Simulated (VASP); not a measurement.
Calculation: PBE GGA with D3 dispersion (Becke-Johnson damping), VASP's PBE PAW potentials (set 64) (plane waves; VASP 6.6.1).

Input for VASP

File POSCAR:
```
Si2Mo
4.4993810
 -0.3531207084   0.3531207084   0.8663784328
  0.3531207084  -0.3531207084   0.8663784328
  0.3531207084   0.3531207084  -0.8663784328
Mo Si
1 2
Cartesian
  0.0000000000   0.0000000000   0.0000000000
 -0.0000000000   0.0000000000   0.5797674647
  0.0000000000  -0.0000000000   1.1529894009
```

### INCAR
```
# general
SYSTEM   =  Si2Mo
PREC     =  Accurate
ENCUT    =  400
LREAL    =  F
LASPH    =  T

# electronic loop
EDIFF    =  1E-7
NELM     =  100
ALGO     =  Normal
LMAXMIX  =  4

# smearing
ISMEAR   =  -5

# functional
GGA      =  PE
IVDW     =  12

# ions
ISIF     =  2

# output
LWAVE    =  F
LCHARG   =  T
LORBIT   =  11
NEDOS    =  601
```

**KPOINTS**
```
Automatic mesh
0
Gamma
15 15 15
0 0 0
```

POTCAR, in this order: Mo_sv Si (PBE.64 set). Program: vasp_std.

### Question
What will the output report for the number of irreducible k-points (NKPTS), number of bands (NBANDS), largest plane-wave count, number of space-group operations, FFT grid (NGX, NGY, NGZ)?

### Answer

```
Item                                          Result
--------------------------------------  ------------
number of irreducible k-points (NKPTS)           288
number of bands (NBANDS)                          15
largest plane-wave count                         761
number of space-group operations                  16
FFT grid (NGX, NGY, NGZ)                30 × 30 × 30
```

The structure comes from a measured Si2Mo entry (I4/mmm) of the Crystallography Open Database, whose conditions weren't checked. It was relaxed first.
